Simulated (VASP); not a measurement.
Method: LDA (Ceperley-Alder, Perdew-Zunger), VASP's LDA PAW potentials (set 64) (plane waves; VASP 6.6.1).

The input files of a VASP run:

File KPOINTS:
```
Automatic mesh
0
Gamma
14 14 8
0 0 0
```

POSCAR:
```
Ru
1
    1.3386784424    -2.3186592273     0.0000000000
    1.3386784424     2.3186592273    -0.0000000000
    0.0000000000     0.0000000000     4.2221783931
Ru
2
Direct
  0.3333330000   0.6666670000   0.2500000000
  0.6666670000   0.3333330000   0.7500000000
```

INCAR:
```
SYSTEM = Ru
PREC = Accurate
ENCUT = 400
EDIFF = 1E-6
NELM = 100
ALGO = Normal
LREAL = .FALSE.
LASPH = .TRUE.
ISMEAR = 1
SIGMA = 0.1
LMAXMIX = 4
LWAVE = .FALSE.
LCHARG = .FALSE.
IBRION = 2
ISIF = 3
NSW = 60
EDIFFG = -0.01
```

POTCAR, in this order: Ru_pv (LDA.64 set). Program: vasp_std.

Output of the run:

OSZICAR:
```
       N       E                     dE             d eps       ncg     rms          rms(c)
DAV:   1     0.245451236903E+03    0.24545E+03   -0.15782E+04  4368   0.145E+03
DAV:   2    -0.169036774532E+02   -0.26235E+03   -0.25672E+03  4586   0.450E+02
DAV:   3    -0.227753540524E+02   -0.58717E+01   -0.57434E+01  4546   0.723E+01
DAV:   4    -0.228344213212E+02   -0.59067E-01   -0.58962E-01  5420   0.656E+00
DAV:   5    -0.228353886661E+02   -0.96734E-03   -0.96729E-03  4762   0.694E-01    0.200E+01
DAV:   6    -0.214976637532E+02    0.13377E+01   -0.34841E+00  4368   0.195E+01    0.540E+00
DAV:   7    -0.213951766012E+02    0.10249E+00   -0.27265E-01  4444   0.482E+00    0.126E+00
DAV:   8    -0.213830387672E+02    0.12138E-01   -0.96441E-03  4418   0.124E+00    0.166E-01
DAV:   9    -0.213829702590E+02    0.68508E-04   -0.42318E-04  5550   0.220E-01    0.302E-02
DAV:  10    -0.213829931234E+02   -0.22864E-04   -0.94809E-06  4592   0.280E-02    0.418E-03
DAV:  11    -0.213829930686E+02    0.54717E-07   -0.22818E-07  2452   0.427E-03
   1 F= -.21382993E+02 E0= -.21382612E+02  d E =-.213830E+02
       N       E                     dE             d eps       ncg     rms          rms(c)
DAV:   1    -0.213905885988E+02   -0.75955E-02   -0.17424E-01  4348   0.520E+00    0.806E-01
DAV:   2    -0.213828241109E+02    0.77645E-02   -0.22944E-02  4350   0.162E+00    0.124E-01
DAV:   3    -0.213826191770E+02    0.20493E-03   -0.12505E-03  4406   0.348E-01    0.781E-02
DAV:   4    -0.213826767386E+02   -0.57562E-04   -0.85863E-05  4406   0.762E-02    0.769E-03
DAV:   5    -0.213826771622E+02   -0.42364E-06   -0.67985E-06  5018   0.250E-02
   2 F= -.21382677E+02 E0= -.21382308E+02  d E =0.315906E-03
       N       E                     dE             d eps       ncg     rms          rms(c)
DAV:   1    -0.213878043160E+02   -0.51276E-02   -0.10540E-01  4346   0.405E+00    0.613E-01
DAV:   2    -0.213831117481E+02    0.46926E-02   -0.13839E-02  4344   0.126E+00    0.993E-02
DAV:   3    -0.213829852614E+02    0.12649E-03   -0.78543E-04  4404   0.276E-01    0.578E-02
DAV:   4    -0.213830192692E+02   -0.34008E-04   -0.55377E-05  4404   0.628E-02    0.749E-03
DAV:   5    -0.213830190494E+02    0.21979E-06   -0.45130E-06  4612   0.216E-02
   3 F= -.21383019E+02 E0= -.21382640E+02  d E =-.259808E-04
```

OUTCAR:
```
------------------------ aborting loop because EDIFF is reached ----------------------------------------
  FORCE on cell =-STRESS in cart. coord.  units (eV):
  Direction    XX          YY          ZZ          XY          YZ          ZX
  --------------------------------------------------------------------------------------
  Total        0.0001932      0.0001932      0.0033711     -0.0000000     -0.0000000      0.0000000
  in kB        0.0118189      0.0118189      0.2062592     -0.0000000     -0.0000000      0.0000000
  external PRESSURE =       0.0766323 kB  Pullay stress =       0.0000000 kB
  volume of cell :       26.19
      direct lattice vectors                 reciprocal lattice vectors
     1.338257094 -2.317929430  0.000000000     0.373620287 -0.215709760 -0.000000000
     1.338257094  2.317929430  0.000000000     0.373620287  0.215709760 -0.000000000
     0.000000000 -0.000000000  4.220844175    -0.000000000 -0.000000000  0.236919431
 POSITION                                       TOTAL-FORCE (eV/Angst)
 -----------------------------------------------------------------------------------
      1.33826      0.77264      1.05521         0.000000      0.000000      0.000000
      1.33826     -0.77264      3.16563        -0.000000     -0.000000      0.000000
 -----------------------------------------------------------------------------------
    total drift:                               -0.000000      0.000495     -0.000045
  FREE ENERGIE OF THE ION-ELECTRON SYSTEM (eV)
  ---------------------------------------------------
  free  energy   TOTEN  =       -21.3830190494 eV

  energy  without entropy=      -21.3818830269  energy(sigma->0) =      -21.38264038

 reached required accuracy - stopping structural energy minimisation
```
(Selected blocks of OUTCAR.)

CONTCAR:
```
Ru
   1.00000000000000
     1.3382570937358058   -2.3179294298642144    0.0000000000000000
     1.3382570937358058    2.3179294298642144    0.0000000000000000
     0.0000000000000000   -0.0000000000000000    4.2208441752186037
  Ru
     2
Direct
     0.3333330000000032    0.6666669999999968    0.2500000000000000
     0.6666669999999968    0.3333330000000032    0.7500000000000000
```

The compound is Ru in the hcp structure. This run relaxes it. Symmetry was kept, so distortions that lower it aren't found. The start is the result of an earlier pass.
